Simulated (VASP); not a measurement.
Here is the system:

```xyz
2
Lattice="0.0000 2.8147 2.8147 2.8147 0.0000 2.8147 2.8147 2.8147 0.0000" Properties=species:S:1:pos:R:3 pbc="T T T"
Ge     0.0000     0.0000     0.0000
Ti     2.8147     2.8147     2.8147
```

Computed with r2SCAN meta-GGA, VASP's PBE PAW potentials (set 64) (plane waves; VASP 6.6.1). Numerical set-up: 400 eV cut-off, 10×10×10 Γ-centred mesh, first-order Methfessel-Paxton smearing of 0.10 eV, potentials Ge_d Ti_sv.

Energy and stress use the plane-wave basis of the starting cell.

**Question.** The ions, cell shape and volume are relaxed. What does this cell relax into?

**Answer.** 
```xyz
2
Lattice="0.0000 2.5873 2.5873 2.5873 0.0000 2.5873 2.5873 2.5873 0.0000" Properties=species:S:1:pos:R:3 pbc="T T T"
Ge     2.5873     2.5873     0.0000
Ti     2.5873     2.5873     2.5873
```
Space group Fm-3m (225), at a tolerance of 0.03 Å.

**Question.** How do energy and volume change from the first to the last step?

**Answer.** The energy (σ→0) changes by -344.1 meV/atom and the volume by -22.3 %, in 6 ionic steps.

| step | E(σ→0) (eV) | max force (eV/Å) | pressure (GPa) | volume (Å³) |
|---|---|---|---|---|
| 1 | -27.2577 | 0.000 | -17.73 | 44.60 |
| 2 | -27.7193 | 0.000 | 19.47 | 30.49 |
| 3 | -27.9459 | 0.000 | -0.18 | 34.70 |
| 4 | -27.9457 | 0.000 | 0.44 | 34.51 |
| 5 | -27.9458 | 0.000 | -0.32 | 34.74 |
| 6 | -27.9459 | 0.000 | 0.01 | 34.64 |

The structure was generated: TiGe was put into the rocksalt type (Fm-3m), which need not be its known phase. This run relaxes it. Symmetry was kept, so distortions that lower it aren't found.
